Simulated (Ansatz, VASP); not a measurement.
# Ge (linear Ge chain) in two plane-wave programs

One calculation is typed for both programs; each brings its own data sets. How far apart do they land? The cell is taken from a series of runs on this material, whose earlier steps may have relaxed, scaled, displaced or heated it; both programs get it as it stands.

Main program and level: Ansatz 0.2.0; plane waves, with VASP 6.6.1 beside it; single point at PBE.

### Step 1. The structure

The cell holds 1 atom: 1 Ge. Its edges and angles: a = 7.500 Å, b = 7.500 Å, c = 2.073 Å, α = 90.0°, β = 90.0°, γ = 90.0°. Vacuum lies along a and b. The structure's axis is c.

As a file:

```
Ge
1.0
     7.50000    0.00000    0.00000
     0.00000    7.50000    0.00000
     0.00000    0.00000    2.07314
Ge
1
Direct
  0.50000 0.50000 0.00000
```

### Step 2. VASP: single point, PBE, pair 1

With cell and atoms fixed, the geometry can't cause a difference; cores, projectors, grids and the points listed under the comparison can.

Lines of VASP's logs that name or quote its potential files are left out, and so is its time.

INCAR reads:

```
SYSTEM = Ge
PREC = Accurate
ENCUT = 500
EDIFF = 1E-06
NELM = 200
ISMEAR = -1
SIGMA = 0.05
LREAL = .FALSE.
ALGO = Normal
GGA = PE
NBANDS = 13
ISPIN = 2
MAGMOM = 0
LORBIT = 11
LWAVE = .FALSE.
LCHARG = .FALSE.
ISIF = 2
LASPH = .TRUE.
GGA_COMPAT = .FALSE.
```

POSCAR reads:

```
Ge
1.0
    7.5000000000      0.0000000000      0.0000000000
    0.0000000000      7.5000000000      0.0000000000
    0.0000000000      0.0000000000      2.0731382302
Ge
1
Direct
    0.5000000000      0.5000000000      0.0000000000
```

KPOINTS reads:

```
Automatic mesh
0
Gamma
1 1 39
0 0 0
```

Potentials, in the order of the species: Ge_d (PBE family, release 64).

Started as:

```console
$ mpirun -np 1 vasp_std
```

Numbers of over 12 decimals in the logs are rounded to 6 here.

Output:

```text
[banner, memory and clock lines left out]
running    1 mpi-ranks, on    1 nodes
 distrk:  each k-point on    1 cores,    1 groups
 distr:  one band on    1 cores,    1 groups

 POSCAR found type information on POSCAR Ge
 POSCAR found :  1 types and       1 ions
 LDA part: xc-table for (Slater+PW92), standard interpolation
 POSCAR, INCAR and KPOINTS ok, starting setup
 FFT: planning ... GRIDC
 FFT: planning ... GRID_SOFT
 FFT: planning ... GRID
 WAVECAR not read
 entering main loop
       N       E                     dE             d eps       ncg     rms          rms(c)
DAV:   1     0.741617556393E+02    0.74162E+02   -0.74345E+03  1045   0.134E+03
DAV:   2     0.651466203974E+01   -0.67647E+02   -0.62043E+02  1103   0.277E+02
DAV:   3    -0.229024144027E+01   -0.88049E+01   -0.87455E+01  1223   0.896E+01
DAV:   4    -0.264046969726E+01   -0.35023E+00   -0.34989E+00  1279   0.205E+01
DAV:   5    -0.265683963597E+01   -0.16370E-01   -0.16370E-01  1492   0.441E+00    0.263E+00
DAV:   6    -0.256103455855E+01    0.95805E-01   -0.45925E-02  1235   0.150E+00    0.149E+00
DAV:   7    -0.250556940810E+01    0.55465E-01   -0.96522E-02  1105   0.208E+00    0.146E-01
DAV:   8    -0.250516354621E+01    0.40586E-03   -0.60338E-03  1169   0.586E-01    0.965E-02
DAV:   9    -0.250511306890E+01    0.50477E-04   -0.66652E-04  1148   0.187E-01    0.519E-02
DAV:  10    -0.250549979185E+01   -0.38672E-03   -0.22443E-04  1048   0.101E-01    0.338E-02
DAV:  11    -0.250572660982E+01   -0.22682E-03   -0.44792E-05  1040   0.437E-02    0.112E-02
DAV:  12    -0.250578110187E+01   -0.54492E-04   -0.11629E-05  1115   0.483E-02    0.633E-03
DAV:  13    -0.250586162969E+01   -0.80528E-04   -0.37039E-06  1055   0.956E-03    0.362E-03
DAV:  14    -0.250589038135E+01   -0.28752E-04   -0.16833E-06  1075   0.148E-02    0.132E-03
DAV:  15    -0.250590019933E+01   -0.98180E-05   -0.47309E-07   832   0.513E-03    0.906E-04
DAV:  16    -0.250590325883E+01   -0.30595E-05   -0.29332E-07   746   0.350E-03    0.368E-04
DAV:  17    -0.250590329919E+01   -0.40362E-07   -0.23192E-08   795   0.139E-03
   1 F= -.25059033E+01 E0= -.25029627E+01  d E =-.588122E-02  mag=    -0.0000
```

Parts of OUTCAR (step 2):

```text
ion  position               nearest neighbor table
   1  0.500  0.500  0.000-

  LATTYP: Found a simple tetragonal cell.
 ALAT       =     7.5000000000
 C/A-ratio  =     0.2764184307

 Subroutine GETGRP returns: Found 16 space group operations
 (whereof 16 operations were pure point group operations)

The static configuration has the point symmetry D_4h.

 Found     20 irreducible k-points:

   k-points           NKPTS =     20   k-points in BZ     NKDIM =     20   number of bands    NBANDS=     13

   dimension x,y,z NGX =    56 NGY =   56 NGZ =   16
   dimension x,y,z NGXF=   112 NGYF=  112 NGZF=   32

   ENCUT  =  500.0 eV  36.75 Ry    6.06 a.u.  13.67 13.67  3.78*2*pi/ulx,y,z

   NELECT =      14.0000    total number of electrons

 k-points in reciprocal lattice and weights: Automatic mesh
   0.00000000  0.00000000  0.00000000       0.026
   0.00000000  0.00000000  0.02564103       0.051
   0.00000000  0.00000000  0.05128205       0.051
   0.00000000  0.00000000  0.07692308       0.051
   0.00000000  0.00000000  0.10256410       0.051
   0.00000000  0.00000000  0.12820513       0.051
   0.00000000  0.00000000  0.15384615       0.051
   0.00000000  0.00000000  0.17948718       0.051
   0.00000000  0.00000000  0.20512821       0.051
[...]
0.00000000  0.00000000  0.46153846       0.051
   0.00000000  0.00000000  0.48717949       0.051

 average (electrostatic) potential at core
       1 -82.3080

 E-fermi :  -2.9964

 spin component 1
 k-point     1 :       0.0000    0.0000    0.0000
  band No.  band energies     occupation
    ...
      4     -27.3394      1.00000
      5     -27.3394      1.00000
      6     -14.1932      1.00000
      7      -4.9649      1.00000
      8      -4.9649      1.00000
      9       0.2869      0.00000
     10       1.8634      0.00000
     11       3.0888      0.00000
     12       3.5897      0.00000
     13       3.5897      0.00000

 k-point     2 :       0.0000    0.0000    0.0256
  band No.  band energies     occupation
    ...
      4     -27.3438      1.00000
      5     -27.3438      1.00000
      6     -14.1725      1.00000
      7      -4.9393      1.00000
      8      -4.9393      1.00000
      9       0.3092      0.00000
     10       1.8862      0.00000
     11       3.1114      0.00000
     12       3.6131      0.00000
     13       3.6131      0.00000

 k-point     3 :       0.0000    0.0000    0.0513
  band No.  band energies     occupation
    ...
      4     -27.3571      1.00000
      5     -27.3571      1.00000
      6     -14.1104      1.00000
      7      -4.8628      1.00000
      8      -4.8628      1.00000
      9       0.3759      0.00000
     10       1.9547      0.00000
     11       3.1792      0.00000
     12       3.6831      0.00000
     13       3.6831      0.00000

 k-point     4 :       0.0000    0.0000    0.0769
  band No.  band energies     occupation
    ...
      4     -27.3787      1.00000
      5     -27.3787      1.00000
      6     -14.0066      1.00000
      7      -4.7355      1.00000
      8      -4.7355      1.00000
      9       0.4869      0.00000
     10       2.0687      0.00000
     11       3.2921      0.00000
     12       3.7997      0.00000
     13       3.7997      0.00000

 k-point     5 :       0.0000    0.0000    0.1026
  band No.  band energies     occupation
    ...
      4     -27.4080      1.00000
      5     -27.4080      1.00000
      6     -13.8607      1.00000
      7      -4.5580      1.00000
      8      -4.5580      1.00000
      9       0.6421      0.00000
     10       2.2284      0.00000
     11       3.4503      0.00000
     12       3.9629      0.00000
     13       3.9629      0.00000

 k-point     6 :       0.0000    0.0000    0.1282
  band No.  band energies     occupation
    ...
      4     -27.4442      1.00000
      5     -27.4442      1.00000
      6     -13.6723      1.00000
      7      -4.3307      1.00000
      8      -4.3307      1.00000
      9       0.8411      0.00000
     10       2.4337      0.00000
     11       3.6537      0.00000
     12       4.1726      0.00000
     13       4.1726      0.00000

  Total        0.1042799      0.1042799      7.8801332      0.0000000      0.0000000      0.0000000
  in kB        1.4327174      1.4327174    108.2663150      0.0000000      0.0000000      0.0000000
  external PRESSURE =      37.0439166 kB  Pullay stress =       0.0000000 kB

  energy-cutoff  :      500.00
  volume of cell :      116.61
      direct lattice vectors                 reciprocal lattice vectors
     7.500000000  0.000000000  0.000000000     0.133333333  0.000000000  0.000000000
     0.000000000  7.500000000  0.000000000     0.000000000  0.133333333  0.000000000
     0.000000000  0.000000000  2.073138230     0.000000000  0.000000000  0.482360503

 POSITION                                       TOTAL-FORCE (eV/Angst)
 -----------------------------------------------------------------------------------
      3.75000      3.75000      0.00000         0.000000      0.000000      0.000000
 -----------------------------------------------------------------------------------
    total drift:                                0.000000      0.000000      0.000000

  FREE ENERGIE OF THE ION-ELECTRON SYSTEM (eV)
  ---------------------------------------------------
  free  energy   TOTEN  =        -2.5059032992 eV

  energy  without entropy=       -2.5000220785  energy(sigma->0) =       -2.50296269

 total charge
# of ion       s       p       d       tot
------------------------------------------
    1        1.207   1.320  10.027  12.554

 magnetization (x)
# of ion       s       p       d       tot
------------------------------------------
    1       -0.000  -0.000   0.000  -0.000

[... 6 further parts left out ...]
```

### Step 3. Ansatz: single point, PBE, pair 1

Ansatz runs on its default PAW (the set named soft_2) files.

The same cell, functional, mesh and smearing now go to Ansatz, which takes its cutoff from its data sets.

input.yaml reads:

```yaml
crystal:
  lattice:
    - [7.5, 0.0, 0.0]
    - [0.0, 7.5, 0.0]
    - [0.0, 0.0, 2.0731382302]
  atoms:
    - { symbol: Ge, position: [0.5, 0.5, 0.0], spin: 0.3 }
magnetization:
  spin_polarized: true
kpoints:
  mp_grid: { grid: [1, 1, 39] }
scf:
  occupations: { method: fermi_dirac, width: 0.05 }
hamiltonian:
  xc: pbe
output:
  transmission:
    e_range: [-2, 2]
    de: 0.035
    kmesh: [1, 1]
    reduced_basis: true
    leads: [[0, 0]]
  stress: true
```

Started as:

```console
$ ansatz run input.yaml --threads 4 --pin off --max-ram 8192MiB --backend cpu --events-out ev --progress --plain --runs-dir out
```

Output:

```text
Engine: ansatz 0.2.0, aarch64-unknown-linux-gnu
Pseudopotentials: kind: paw
Pseudopotential: Ge, paw, valence charge 14, recommended cutoff 420 eV (normal), Ge.paw.azcp
Functional definition: PBE
  parameter kappa = 0.804
  parameter beta = 0.066725
  exchange = pbe_x(kappa = kappa, mu = beta*pi^2/3)
  correlation = pbe_c(beta = beta)
Crystal: 1 atoms, lattice volume = 116.614 Å³
Basis set: ecut = 420 eV, 2279 PW (Γ)
Bands: 12, of which v1, the nominal top of the filled ones, is band 7 counted from 1 (6 counted from 0)
Symmetry: 16 space group operations
Space group: P4/mmm (ITA 123), of the structure as read, at distance tolerance 4.9e-5 Å
Magnetic group: BNS 123.339 (UNI 999), of the structure as read, at distance tolerance 4.9e-5 Å
k-points: 20 of 39
Non-local potential: Ge, projectors of the file, l = 0: 2, l = 1: 2, l = 2: 3, l = 3: 1
PAW form: soft (Blöchl's): semilocal exchange-correlation on the pseudo side does not see the compensation charge
PAW one-centre angular grid: Ge, 590 points (default); XC on 64 Gauss nodes
Initial density: superposition of atomic densities (neutral atoms: chi_scale 0, normalization atom)
Starting moments: Σ|m| = 0.3 μB on 1 of 1 site
Initial wavefunctions: pseudopotential atomic-orbital guess
Functional: x = pbe(κ = 0.804, μ = 0.219515), c = pbe(β = 0.066725)
iter 1 solved again at ethr=2.26e-3 eV; its pass at ethr=3.10e-3 eV (dr2=3.17e-1 eV) is discarded
SCF iter   1: F=—  HF=-4293.062390 eV  |F-HF|=—  |Δ(HF+E_count)|=         —  Δρ=1.49e-2 (↑1.43e-2 ↓1.49e-2)  dr2=3.23e-1  dr2_m=1.75e-1  M=0.035 μB ∫|m|=0.035 μB  β_m=0.30  ethr=2.26e-3  ⟨swp⟩=1.0  Hψ=3786  notcnv=0
preconditioner: auto → Resta (q_TF=auto, 1.916 Å⁻¹)  ε∞=1.4  [insulator: Δε(μ)=0.324 eV  Ē_g=11.523 eV  σ=0.050 eV  W_gap=0.64  n_scr=20 (ndim 8)  ℏωp=6.9 eV  f_vac=0.650  D(μ)=0.75/eV (n_scr^D=4)  ε∞_Penn≈1.4  vacuum switching on, ρ_ref=9.6e-3 e/Å³]
spin=Collinear: Resta preconditioning applied to the charge; magnetization (m = ρ↑ − ρ↓) channel mixes plain (no charge-response kernel on spin).
SCF iter   2: F=—  HF=-4292.998068 eV  |F-HF|=—  |Δ(HF+E_count)|=   6.43e-2  Δρ=1.03e-2 (↑9.93e-3 ↓1.03e-2)  dr2=1.29e-1  dr2_m=8.68e-2  M=0.028 μB ∫|m|=0.028 μB  β_m=0.30  ethr=2.26e-3  ⟨swp⟩=2.0  Hψ=656  notcnv=0
SCF iter   3: F=—  HF=-4292.960413 eV  |F-HF|=—  |Δ(HF+E_count)|=   3.77e-2  Δρ=6.53e-3 (↑6.28e-3 ↓6.53e-3)  dr2=1.60e-3  dr2_m=4.33e-2  M=0.022 μB ∫|m|=0.022 μB  β_m=0.30  ethr=9.21e-4  ⟨swp⟩=2.6  Hψ=846  notcnv=0
SCF iter   4: F=—  HF=-4292.962585 eV  |F-HF|=—  |Δ(HF+E_count)|=   2.17e-3  Δρ=4.63e-3 (↑4.39e-3 ↓4.63e-3)  dr2=4.39e-4  dr2_m=2.15e-2  M=0.018 μB ∫|m|=0.018 μB  β_m=0.30  ethr=1.14e-5  ⟨swp⟩=2.4  Hψ=736  notcnv=0  defer=4
SCF iter   5: F=—  HF=-4292.963637 eV  |F-HF|=—  |Δ(HF+E_count)|=   1.05e-3  Δρ=3.23e-3 (↑3.11e-3 ↓3.23e-3)  dr2=1.50e-5  dr2_m=1.07e-2  M=0.015 μB ∫|m|=0.015 μB  β_m=0.30  ethr=3.14e-6  ⟨swp⟩=3.0  Hψ=865  notcnv=0  defer=4
SCF iter   6: F=—  HF=-4292.964166 eV  |F-HF|=—  |Δ(HF+E_count)|=   5.29e-4  Δρ=2.24e-3 (↑2.24e-3 ↓2.24e-3)  dr2=5.55e-7  dr2_m=5.36e-3  M=0.012 μB ∫|m|=0.012 μB  β_m=0.30  ethr=1.07e-7  ⟨swp⟩=2.0  Hψ=760  notcnv=0  defer=4
SCF iter   7: F=—  HF=-4292.964443 eV  |F-HF|=—  |Δ(HF+E_count)|=   2.77e-4  Δρ=1.58e-3 (↑1.58e-3 ↓1.58e-3)  dr2=1.72e-7  dr2_m=2.68e-3  M=0.010 μB ∫|m|=0.010 μB  β_m=0.30  ethr=7.14e-10  ⟨swp⟩=7.5  Hψ=2802  notcnv=0
Mixer restart at iter 7: flushing history
spin-set hold released at iteration 7 (site moments contracting): the magnetisation degrees of freedom join the quasi-Newton model from the next iteration; the mixer history was flushed
SCF iter   8: F=—  HF=-4292.964590 eV  |F-HF|=—  |Δ(HF+E_count)|=   1.47e-4  Δρ=1.12e-3 (↑1.12e-3 ↓1.12e-3)  dr2=1.12e-7  dr2_m=1.34e-3  M=0.008 μB ∫|m|=0.008 μB  β_m=0.65  ethr=7.14e-10  ⟨swp⟩=6.6  Hψ=2556  notcnv=0
SCF iter   9: F=—  HF=-4292.964764 eV  |F-HF|=—  |Δ(HF+E_count)|=   1.74e-4  Δρ=3.52e-5 (↑3.37e-5 ↓3.52e-5)  dr2=3.78e-8  dr2_m=1.26e-6  M=0.002 μB ∫|m|=0.002 μB  β_m=0.82  ethr=7.14e-10  ⟨swp⟩=7.2  Hψ=2538  notcnv=0
SCF iter  10: F=—  HF=-4292.964768 eV  |F-HF|=—  |Δ(HF+E_count)|=   3.96e-6  Δρ=1.82e-5 (↑1.82e-5 ↓1.73e-5)  dr2=2.32e-8  dr2_m=3.28e-7  M=0.001 μB ∫|m|=0.001 μB  β_m=0.91  ethr=2.70e-10  ⟨swp⟩=5.8  Hψ=2218  notcnv=0
SCF iter  11: F=—  HF=-4292.964769 eV  |F-HF|=—  |Δ(HF+E_count)|=   1.43e-6  Δρ=8.11e-6 (↑7.29e-6 ↓8.11e-6)  dr2=7.88e-8  dr2_m=3.39e-8  M=0.000 μB ∫|m|=0.000 μB  β_m=0.76  ethr=1.66e-10  ⟨swp⟩=5.6  Hψ=2228  notcnv=0
SCF iter  12: F=—  HF=-4292.964770 eV  |F-HF|=—  |Δ(HF+E_count)|=   2.48e-8  Δρ=1.66e-6 (↑1.63e-6 ↓1.66e-6)  dr2=2.50e-10  dr2_m=2.79e-9  M=0.000 μB ∫|m|=0.000 μB  β_m=0.88  ethr=1.66e-10  ⟨swp⟩=5.1  Hψ=1903  notcnv=0
SCF iter  13: F=-4292.964770 eV  HF=-4292.964770 eV  |F-HF|=1.46e-11  |Δ(HF+E_count)|=   1.34e-8  Δρ=7.86e-8 (↑7.86e-8 ↓6.91e-8)  dr2=9.86e-13  dr2_m=5.71e-12  M=0.000 μB ∫|m|=0.000 μB  ethr=1.79e-12  ⟨swp⟩=4.0  Hψ=1266  notcnv=0
SCF 1 converged in 13 iterations: F = -4292.964770 eV  dr2 = 9.86e-13
  greatest PAW one-centre occupation: 0.998 electrons in one spin orbital (limit 2), on the Ge atom at site 0 (counted from 0), in its partial waves of l = 2
WARN: the starting moments were not kept: the SCF closed with an absolute magnetisation of 4.2e-6 μB, where they sum to 0.3 μB in size (1 site). That is at most 0.1 of that sum. Measured as dr2_m measures the in/out step, that magnetisation stands 2.0e-12 eV from none, at or under the dr2_threshold of 1.0e-7 eV: it is no larger than a step whose dr2_m would equal this threshold. The system may hold no moment; this SC [...]
transmission: 6 of 36 steps passed
transmission: 9 of 36 steps passed
[...]
transmission: 36 of 36 steps passed
SCF converged after 13 iterations
Magnetization: 0.0000 μB (7.0000 up, 7.0000 down)
Absolute magnetization: 0.0000 μB (∫|ρ↑−ρ↓|, with the PAW one-centre terms)
Spin contamination: 0.0000 ħ² per cell (⟨S²⟩ above its minimum at these occupations)
Per-site moments (μB) at R_I (Å): [(5.43415598027864e-7, 0.855170)]
Free energy (F): -4292.964770 eV
Harris-Foulkes:  -4292.964770 eV  (|F-HF|=1.46e-11)
Internal energy: -4292.958890 eV  (E = F + TS)
E sigma→0 (E₀):  -4292.961830 eV
Entropy (-TS):   -0.005880 eV (-5.880 meV/atom)
Fermi energy:    -2.301014 eV
--- Per-component energies (eV) ---
  E_band       = -298.489795
  E_kinetic    = 112.058448
  E_local      = -4621.419586  (includes V_loc(G=0)·N_el)
  E_nonlocal   = 417.824076
  E_hartree    = 2083.489664
  E_xc         = -75.364492
  E_vxc        = -64.121173  (∫ρ·V_xc dr)
  E_paw        = -2018.103237  (= ΣΔE_a)
  E_vpaw       = -309.811130  (= ΣTr[D̂ρ^β])
  E_aug_tail   = 0.000317  (compensation charges beyond the density's cutoff)
  E_ewald      = -191.444079
  E_smearing   = -0.005880  (= −TS)
  E_closure    = 0.000000  (closes the sum)
  Σ components = -4292.964770   (vs F -4292.964770, Δ=0.00e0)
--- Stress (GPa, compression-positive) ---
        0.167034       0.000000       0.000000
        0.000000       0.167034       0.000000
        0.000000       0.000000      10.930096
  P = ⅓ Tr σ = 3.7547 GPa (37.547 kbar)
--- Band table (eV; the first three rows and the last of 40) ---
  k-point 0 ↑: bands = [... 3 lower, -26.6531, -26.6531, -13.4996, -4.2684, -4.2684, 0.9812, 2.5575, 3.7799, ... 1 higher]
  k-point 1 ↑: bands = [... 3 lower, -26.6576, -26.6576, -13.4789, -4.2428, -4.2428, 1.0034, 2.5803, 3.8025, ... 1 higher]
  k-point 2 ↑: bands = [... 3 lower, -26.6709, -26.6709, -13.4168, -4.1663, -4.1663, 1.0701, 2.6487, 3.8702, ... 1 higher]
  k-point 19 ↓: bands = [... 3 lower, -26.8179, -26.4049, -6.3040, -3.1807, 3.4752, 3.4752, 6.6283, 6.6283, ... 1 higher]
--- Transmission ---
  basis      : 497 plane waves across, 3 finite elements along
  points     : 1, standing for a mesh of 1 x 1
  filling    : by the input's occupations and mesh, since the crystals that have channels conduct as metals do. If one of these is a semiconductor, that mesh has misplaced its level
  energies   : 115 from -2.000000 to 1.990000 eV about the Fermi level, 0.035000 eV apart; the leads are filled to 0.000000 eV, and channels, transmission and decay are at -0.005000 eV
  crystal 0  : Ge1, at the sites [0, 0], period 2.0731 Å: whole cells are its period
    offset         : up to 0.0000 Å between an atom of the period and one for which it stands
    filled         : 40.2 meV over the level at which it is neutral
    channels       : 3.000000e0 up, 3.000000e0 down
    conductance    : 4.1323e14 S/m² at 300 K; may be off by some 0.0 % by where its bands' edges are placed, 0.0 % from the distance to neutral
```

### Step 4. Side by side

Known differences besides the potentials themselves: the cutoff is 420 eV in Ansatz and 500 eV in VASP. Total energies have different zeros and are not compared.

Both answers:

| quantity | Ansatz | VASP | difference |
| --- | --- | --- | --- |
| pressure (GPa) | 3.75 | 3.70 | +0.05 |

### Step 5. Ansatz: single point, PBE, pair 2

With cell and atoms fixed, the geometry can't cause a difference; cores, projectors, grids and the points listed under the comparison can. The cell compared in this pair holds 121.91 Å³, against 116.61 Å³ for the pair before.

The cell is taken from a series of runs on this material, whose earlier steps may have relaxed, scaled, displaced or heated it; both programs get it as it stands.

input.yaml: that of step 3 with these lines changed.

```diff
@@ -4,3 +4,3 @@
     - [0.0, 7.5, 0.0]
-    - [0.0, 0.0, 2.0731382302]
+    - [0.0, 0.0, 2.1673717861]
   atoms:
@@ -10,3 +10,3 @@
 kpoints:
-  mp_grid: { grid: [1, 1, 39] }
+  mp_grid: { grid: [1, 1, 37] }
 scf:
```

Output:

```text
[...]
Crystal: 1 atoms, lattice volume = 121.915 Å³
Basis set: ecut = 420 eV, 2407 PW (Γ)
Bands: 12, of which v1, the nominal top of the filled ones, is band 7 counted from 1 (6 counted from 0)
Symmetry: 16 space group operations
[...]
k-points: 19 of 37
[...]
Starting moments: Σ|m| = 0.3 μB on 1 of 1 site
[...]
--- Transmission ---
  basis      : 497 plane waves across, 3 finite elements along
  points     : 1, standing for a mesh of 1 x 1
[...]
crystal 0  : Ge1, at the sites [0, 0], period 2.1674 Å: whole cells are its period
[...]
filled         : 14.2 meV under the level at which it is neutral
    channels       : 3.000000e0 up, 3.000000e0 down
[...]
[key lines of the parts left out:]
SCF converged after 14 iterations
Magnetization: 0.0000 μB (7.0000 up, 7.0000 down)
Free energy (F): -4293.233846 eV
Fermi energy:    -2.474351 eV
P = ⅓ Tr σ = 2.3632 GPa (23.632 kbar)
```

[end of part 1 of 2]

[Lines on the potential files, build, host, timing and source positions are cut from VASP's logs without a mark.]

[Logs are printed without paths, hosts, clocks, repeated set-up lines and the standing remarks that a program may print on its own settings, such as how far it seeks lower states.]

[Hosts, paths, dates, database ids (printed as entryN), source tags and the programs' standing remarks are cut or masked in the printed files.]
